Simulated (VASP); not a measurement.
**Vibrations of NbP at several levels of theory**

Aim: the vibrations of NbP at the zone centre, at several levels of theory. The starting structure is a computed structure from the Materials Project.

Program: VASP 6.6.1. Level of theory: Kohn-Sham DFT with plane waves and PAW; LDA, PBEsol, PBE, PBEsol + D3(BJ), r2SCAN and LDA+U (Nb d 2 eV). Results are calculated unless marked as measured.

## Step 1: The structure

Symmetry: I4_1md, No. 109, tetragonal system. Conventional cell: a = 3.350 Å, b = 3.350 Å, c = 11.480 Å, α = 90.00°, β = 90.00°, γ = 90.00°. Nearest to Nb lie 6 P at 2.55 Å. Nearest to P lie 6 Nb at 2.55 Å. Farther neighbours are not listed.

Coordinates:

```xyz
4
Lattice="0.0000 -3.3498 0.0000 -3.3498 0.0000 0.0000 1.6749 -1.6749 -5.7401" Properties=species:S:1:pos:R:3 pbc="T T T"
Nb    0.0000   -1.6749   -2.8714
Nb   -1.6749   -1.6749   -0.0014
P    -1.6749   -3.3498   -1.9201
P    -1.6749   -1.6749   -4.7901
```

## Step 2: Modes with LDA

LDA, the lowest rung, knows the local density alone. The cell comes from a relaxation at this level, not shown (61.22 Å³).

INCAR

```
SYSTEM = NbP
PREC = Accurate
ENCUT = 450
EDIFF = 1E-08
NELM = 100
ISMEAR = 0
SIGMA = 0.05
LREAL = .FALSE.
ALGO = Normal
GGA = CA
NBANDS = 24
LASPH = .TRUE.
LORBIT = 11
LWAVE = .FALSE.
LCHARG = .FALSE.
KPAR = 8
IBRION = 8
ISIF = 2
```

POSCAR

```
NbP
1.0
    0.0000000000     -3.3011838697      0.0000000000
   -3.3011838697      0.0000000000      0.0000000000
    1.6505919349     -1.6505919349     -5.6178797866
Nb P
2 2
Direct
    0.2501489435      0.2498510565      0.4997021131
    0.5001489435      0.4998510565      0.9997021131
    0.8324796265      0.6675203735      0.3350407469
    0.0824796265      0.9175203735      0.8350407469
```

KPOINTS

```
Automatic mesh
0
Gamma
10 10 10
0 0 0
```

The projector-augmented-wave data sets are Nb_sv and P (LDA family, release 64).

Launch:

```sh
$ mpirun -np 8 vasp_std
```

What it wrote:

```text
[banner, memory and clock lines left out]
running    8 mpi-ranks, on    1 nodes
 distrk:  each k-point on    1 cores,    8 groups
 distr:  one band on    1 cores,    1 groups

 POSCAR found type information on POSCAR NbP
 POSCAR found :  2 types and       4 ions
|                                                                             |
|           W    W    AA    RRRRR   N    N  II  N    N   GGGG   !!!           |
|           W    W   A  A   R    R  NN   N  II  NN   N  G    G  !!!           |
|           W    W  A    A  R    R  N N  N  II  N N  N  G       !!!           |
|           W WW W  AAAAAA  RRRRR   N  N N  II  N  N N  G  GGG   !            |
|           WW  WW  A    A  R   R   N   NN  II  N   NN  G    G                |
|           W    W  A    A  R    R  N    N  II  N    N   GGGG   !!!           |
|                                                                             |
|     For optimal performance we recommend to set                             |
|       NCORE = 2 up to number-of-cores-per-socket                            |
|     NCORE specifies how many cores store one orbital (NPAR=cpu/NCORE).      |
|     This setting can greatly improve the performance of VASP for DFT.       |
|     The default, NCORE=1 might be grossly inefficient on modern             |
|     multi-core architectures or massively parallel machines. Do your        |
|     Unfortunately you need to use the default for GW and RPA                |
|     calculations (for HF NCORE is supported but not extensively tested      |
|     yet).                                                                   |
|                                                                             |

 LDA part: xc-table for (Slater(with rela. corr.)+CA(PZ))
 , standard interpolation
 POSCAR, INCAR and KPOINTS ok, starting setup
 FFT: planning ... GRIDC
 FFT: planning ... GRID_SOFT
 FFT: planning ... GRID
 WAVECAR not read
 entering main loop
       N       E                     dE             d eps       ncg     rms          rms(c)
DAV:   1     0.339084191587E+03    0.33908E+03   -0.17840E+04  4904   0.135E+03
DAV:   2    -0.128706469443E+02   -0.35195E+03   -0.34401E+03  6312   0.547E+02
DAV:   3    -0.394805303034E+02   -0.26610E+02   -0.26278E+02  8880   0.111E+02
DAV:   4    -0.411887868187E+02   -0.17083E+01   -0.17031E+01  7720   0.232E+01
DAV:   5    -0.412556870749E+02   -0.66900E-01   -0.66888E-01  8520   0.504E+00    0.138E+01
DAV:   6    -0.390490240408E+02    0.22067E+01   -0.96042E+00  7512   0.214E+01    0.540E+00
DAV:   7    -0.390413274529E+02    0.76966E-02   -0.64686E-01  8648   0.452E+00    0.318E+00
DAV:   8    -0.390302926043E+02    0.11035E-01   -0.67520E-02  7320   0.170E+00    0.439E-01
DAV:   9    -0.390303674663E+02   -0.74862E-04   -0.95029E-03  8760   0.647E-01    0.281E-01
DAV:  10    -0.390304526958E+02   -0.85230E-04   -0.18286E-03  7152   0.414E-01    0.605E-02
DAV:  11    -0.390304355022E+02    0.17194E-04   -0.12897E-04  7496   0.111E-01    0.205E-02
DAV:  12    -0.390304352635E+02    0.23870E-06   -0.63239E-06  8464   0.225E-02    0.513E-03
DAV:  13    -0.390304351908E+02    0.72705E-07   -0.41021E-07  7912   0.507E-03    0.209E-03
DAV:  14    -0.390304351820E+02    0.87703E-08   -0.82635E-08  7304   0.271E-03
   1 F= -.39030435E+02 E0= -.39029773E+02  d E =-.132420E-02
 Linear response reoptimize wavefunctions to high precision
DAV:   1    -0.390304351826E+02   -0.57526E-09   -0.12684E-08  6520   0.766E-04
DAV:   2    -0.390304351826E+02   -0.37744E-10   -0.54039E-10  4760   0.267E-04
 Linear response DOF=           6
 Linear response progress:
  Degree of freedom:   1/  6
       N       E                     dE             d eps       ncg     rms          rms(c)
RMM:   1    -0.565658897335E+00   -0.56566E+00    0.51232E+00 14358   0.300E+01
RMM:   2    -0.475145616729E+00    0.90513E-01   -0.59956E-01 20678   0.496E+00    0.175E-01
RMM:   3    -0.477000372095E+00   -0.18548E-02   -0.52448E-02 27199   0.141E+00    0.914E-02
RMM:   4    -0.477781719462E+00   -0.78135E-03   -0.89858E-03 34580   0.455E-01    0.467E-02
RMM:   5    -0.478227100889E+00   -0.44538E-03   -0.18800E-03 34565   0.191E-01    0.248E-02
RMM:   6    -0.478272089613E+00   -0.44989E-04   -0.52566E-04 35700   0.951E-02    0.681E-03
RMM:   7    -0.478124240845E+00    0.14785E-03   -0.17661E-04 35907   0.553E-02    0.615E-03
RMM:   8    -0.478139444285E+00   -0.15203E-04   -0.11322E-04 37190   0.341E-02    0.314E-03
RMM:   9    -0.478152412977E+00   -0.12969E-04   -0.41278E-05 37154   0.210E-02    0.210E-03
RMM:  10    -0.478172961664E+00   -0.20549E-04   -0.24203E-05 34040   0.153E-02    0.583E-04
RMM:  11    -0.478182644311E+00   -0.96826E-05   -0.10197E-05 36834   0.106E-02    0.257E-04
RMM:  12    -0.478186434259E+00   -0.37899E-05   -0.55340E-06 37288   0.780E-03    0.103E-04
RMM:  13    -0.478189183907E+00   -0.27496E-05   -0.32610E-06 37458   0.601E-03    0.129E-04
RMM:  14    -0.478190127271E+00   -0.94336E-06   -0.27113E-06 37037   0.484E-03    0.163E-04
RMM:  15    -0.478188323011E+00    0.18043E-05   -0.18934E-06 33068   0.404E-03    0.313E-04
RMM:  16    -0.478190393359E+00   -0.20703E-05   -0.16091E-06 32585   0.341E-03    0.288E-04
RMM:  18    -0.478191060049E+00   -0.10597E-05   -0.14997E-06 33194   0.248E-03    0.354E-04
[...]
RMM:  16    -0.541672335509E+00   -0.13816E-06   -0.88560E-07 22139   0.273E-03    0.983E-05
RMM:  17    -0.541672198652E+00    0.13686E-06   -0.41674E-07 21690   0.226E-03    0.166E-04
RMM:  18    -0.541672695176E+00   -0.49652E-06   -0.56118E-07 21116   0.192E-03    0.186E-04
RMM:  19    -0.541672723151E+00   -0.27975E-07   -0.32505E-07 21496   0.164E-03    0.216E-04
RMM:  20    -0.541672851190E+00   -0.12804E-06   -0.44211E-07 21450   0.142E-03    0.241E-04
RMM:  21    -0.541672937842E+00   -0.86652E-07   -0.27750E-07 21466   0.125E-03    0.265E-04
RMM:  22    -0.541673375442E+00   -0.43760E-06   -0.37118E-07 20826   0.113E-03    0.251E-04
 first order change of Fermi-energy  -0.27274E-01
 force on displaced ion       1 direction 3 :   0.000  -0.000 -17.503
 Linear response progress:
  Degree of freedom:   4/  6
       N       E                     dE             d eps       ncg     rms          rms(c)
RMM:   1    -0.533974012479E-01   -0.53397E-01   -0.46822E-02 32570   0.118E+00
RMM:   2    -0.464372391420E-01    0.69602E-02   -0.59466E-03 28461   0.379E-01    0.966E-02
RMM:   3    -0.467854773647E-01   -0.34824E-03   -0.91772E-04 30598   0.134E-01    0.501E-02
RMM:   4    -0.471254830407E-01   -0.34001E-03   -0.34263E-04 31869   0.775E-02    0.141E-02
RMM:   5    -0.471251140737E-01    0.36897E-06   -0.11323E-04 32808   0.376E-02    0.659E-03
RMM:   6    -0.471505593993E-01   -0.25445E-04   -0.24067E-05 33807   0.166E-02    0.292E-03
RMM:   7    -0.471518388549E-01   -0.12795E-05   -0.73838E-06 36321   0.772E-03    0.155E-03
RMM:   8    -0.471514778425E-01    0.36101E-06   -0.16165E-06 35551   0.377E-03    0.401E-04
RMM:   9    -0.471517219094E-01   -0.24407E-06   -0.60276E-07 37435   0.193E-03    0.246E-04
RMM:  10    -0.471525638169E-01   -0.84191E-06   -0.20275E-07 36303   0.104E-03    0.965E-05
RMM:  11    -0.471523590191E-01    0.20480E-06   -0.12201E-07 37580   0.608E-04    0.431E-05
RMM:  12    -0.471523811797E-01   -0.22161E-07   -0.89310E-08 36739   0.404E-04    0.315E-05
RMM:  13    -0.471522903238E-01    0.90856E-07   -0.98430E-08 37554   0.291E-04    0.159E-05
RMM:  14    -0.471522585309E-01    0.31793E-07   -0.12180E-07 36860   0.239E-04    0.947E-06
RMM:  15    -0.471522410312E-01    0.17500E-07   -0.13196E-07 36925   0.213E-04    0.292E-06
RMM:  16    -0.471522398162E-01    0.12151E-08   -0.13434E-07 36101   0.199E-04    0.283E-06
RMM:  17    -0.471522355954E-01    0.42208E-08   -0.11951E-07 35992   0.192E-04    0.105E-06
RMM:  18    -0.471522319799E-01    0.36155E-08   -0.10449E-07 34841   0.189E-04    0.668E-07
RMM:  19    -0.471522315263E-01    0.45357E-09   -0.10495E-07 34121   0.187E-04    0.222E-07
RMM:  20    -0.471522320312E-01   -0.50490E-09   -0.87239E-08 33192   0.186E-04    0.501E-07
 first order change of Fermi-energy   0.77539E-05
 force on displaced ion       3 direction 1 :  -9.793  -0.000  -0.001
 Linear response progress:
  Degree of freedom:   5/  6
       N       E                     dE             d eps       ncg     rms          rms(c)
RMM:   1    -0.559913175991E-01   -0.55991E-01   -0.48637E-02 33009   0.130E+00
RMM:   2    -0.491229074964E-01    0.68684E-02   -0.63603E-03 28489   0.419E-01    0.147E-01
RMM:   3    -0.494825553752E-01   -0.35965E-03   -0.14826E-03 30917   0.181E-01    0.692E-02
RMM:   4    -0.499914404779E-01   -0.50889E-03   -0.62445E-04 31438   0.108E-01    0.196E-02
RMM:   5    -0.500155712748E-01   -0.24131E-04   -0.22187E-04 32593   0.524E-02    0.922E-03
RMM:   6    -0.500458592224E-01   -0.30288E-04   -0.50102E-05 33707   0.225E-02    0.481E-03
RMM:   7    -0.500627125036E-01   -0.16853E-04   -0.16071E-05 35525   0.116E-02    0.281E-03
RMM:   8    -0.500591914876E-01    0.35210E-05   -0.41837E-06 36491   0.556E-03    0.132E-03
RMM:   9    -0.500588847313E-01    0.30676E-06   -0.15696E-06 36940   0.284E-03    0.653E-04
RMM:  10    -0.500619417062E-01   -0.30570E-05   -0.47088E-07 36070   0.161E-03    0.102E-04
RMM:  11    -0.500614941675E-01    0.44754E-06   -0.13371E-07 37730   0.900E-04    0.912E-05
RMM:  12    -0.500616023171E-01   -0.10815E-06   -0.12074E-07 36957   0.537E-04    0.202E-05
RMM:  13    -0.500614816908E-01    0.12063E-06   -0.54857E-08 37791   0.350E-04    0.146E-05
RMM:  14    -0.500614985308E-01   -0.16840E-07   -0.49506E-08 37205   0.263E-04    0.179E-05
RMM:  15    -0.500615011225E-01   -0.25917E-08   -0.17834E-08 36741   0.221E-04    0.115E-05
 first order change of Fermi-energy   0.27698E-04
 force on displaced ion       3 direction 2 :  -0.000 -12.714   0.001
 Linear response progress:
  Degree of freedom:   6/  6
       N       E                     dE             d eps       ncg     rms          rms(c)
RMM:   1    -0.714144442301E-01   -0.71414E-01   -0.56365E-02 20879   0.127E+00
RMM:   2    -0.607162913418E-01    0.10698E-01   -0.72329E-03 16000   0.463E-01    0.143E-01
RMM:   3    -0.609428037333E-01   -0.22651E-03   -0.17725E-03 15710   0.231E-01    0.116E-01
RMM:   4    -0.608769888820E-01    0.65815E-04   -0.48314E-04 16698   0.125E-01    0.574E-02
RMM:   5    -0.610707787115E-01   -0.19379E-03   -0.23638E-04 20017   0.692E-02    0.153E-02
RMM:   6    -0.610738891768E-01   -0.31105E-05   -0.58040E-05 21053   0.304E-02    0.904E-03
RMM:   7    -0.610827458862E-01   -0.88567E-05   -0.97200E-06 21402   0.141E-02    0.326E-03
RMM:   8    -0.610848352871E-01   -0.20894E-05    0.96371E-08 21612   0.672E-03    0.104E-03
RMM:   9    -0.610873220114E-01   -0.24867E-05    0.10029E-06 21932   0.307E-03    0.541E-04
RMM:  10    -0.610886706192E-01   -0.13486E-05    0.10101E-06 20687   0.177E-03    0.241E-04
RMM:  11    -0.610881957518E-01    0.47487E-06    0.34828E-07 21390   0.969E-04    0.162E-04
RMM:  12    -0.610883259462E-01   -0.13019E-06    0.47204E-07 22177   0.569E-04    0.431E-05
RMM:  13    -0.610883616084E-01   -0.35662E-07    0.20617E-07 23045   0.347E-04    0.144E-05
RMM:  14    -0.610883625051E-01   -0.89669E-09    0.14418E-07 22311   0.244E-04    0.197E-05
RMM:  15    -0.610883697298E-01   -0.72247E-08    0.12932E-07 22407   0.208E-04    0.753E-06
RMM:  16    -0.610883748663E-01   -0.51364E-08    0.12597E-07 22766   0.188E-04    0.353E-06
RMM:  17    -0.610883737771E-01    0.10892E-08    0.10957E-07 22457   0.179E-04    0.187E-06
RMM:  18    -0.610883723217E-01    0.14554E-08    0.11039E-07 22175   0.176E-04    0.130E-06
RMM:  19    -0.610883728021E-01   -0.48041E-09    0.98966E-08 21656   0.174E-04    0.306E-07
 first order change of Fermi-energy   0.27087E-01
 force on displaced ion       3 direction 3 :   0.000  -0.000 -15.141
 Linear response finished
```

The job ended after 10 min (8 MPI ranks of Intel Xeon Platinum 8375C at 2.90GHz (Ice Lake), shared host; peak memory 5.6 GiB; 83 min of CPU time).

Lines that name or quote the potential files are left out of all logs, and their timing lines are given in words.

(Continued in part 2 of 3.)

[Lines on the potential files, build, host, timing and source positions are cut from VASP's logs without a mark.]

[Logs are printed without paths, hosts, clocks, repeated set-up lines and the standing remarks that a program may print on its own settings, such as how far it seeks lower states.]

[Hosts, paths, dates, database ids (printed as entryN), source tags and the programs' standing remarks are cut or masked in the printed files.]
